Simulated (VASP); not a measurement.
A convergence study with VASP on Hf (space group no. 194 when undisturbed): a few settings are varied, all else stays as given below, so the limit is that of these other settings. One atom is moved off its site, so that forces are finite.

```
CELL_PARAMETERS angstrom
      1.60298    -2.77643     0.00000
      1.60298     2.77643     0.00000
      0.00000     0.00000     5.07525
ATOMIC_POSITIONS crystal
  Hf 0.33333 0.66667 0.25985
  Hf 0.66667 0.33333 0.75000
```

Level of theory: PBE GGA, VASP's PBE PAW potentials (set 64) (plane waves; VASP 6.6.1). The last row used: 300 eV cut-off, 20×20×12 Γ-centred mesh, Gaussian smearing of 0.010 eV, potentials Hf_pv.

```csv
setting,E (eV/atom),pressure (GPa),largest force (eV/Å),irreducible k-points
SIGMA = 1.0,[?],[?],[?],473
SIGMA = 0.5,[?],[?],[?],473
SIGMA = 0.3,-9.9182,-0.84,0.176,473
SIGMA = 0.2,-9.9192,-0.90,0.166,473
SIGMA = 0.1,-9.9197,-0.93,0.158,473
SIGMA = 0.05,-9.9198,-0.95,0.156,473
SIGMA = 0.02,-9.9199,-0.95,0.155,473
SIGMA = 0.01,-9.9199,-0.96,0.155,473
```

Some entries are withheld; supply them.

- SIGMA = 0.5, E (eV/atom): -9.9126
- SIGMA = 0.5, pressure (GPa): -0.55
- SIGMA = 0.5, largest force (eV/Å): 0.199
- SIGMA = 1.0, E (eV/atom): -9.8868
- SIGMA = 1.0, pressure (GPa): 1.16
- SIGMA = 1.0, largest force (eV/Å): 0.268

VASP warned of too few bands at SIGMA = 1.0.

Left out are rungs that failed or repeat a setting and relaxations that didn't move; long series are thinned to 24 rows.

The structure is a typed Hf crystal (space group no. 194). The cell was not relaxed at this level, it is distorted from the ideal structure. VASP warned that the highest band is occupied, so more bands are needed.
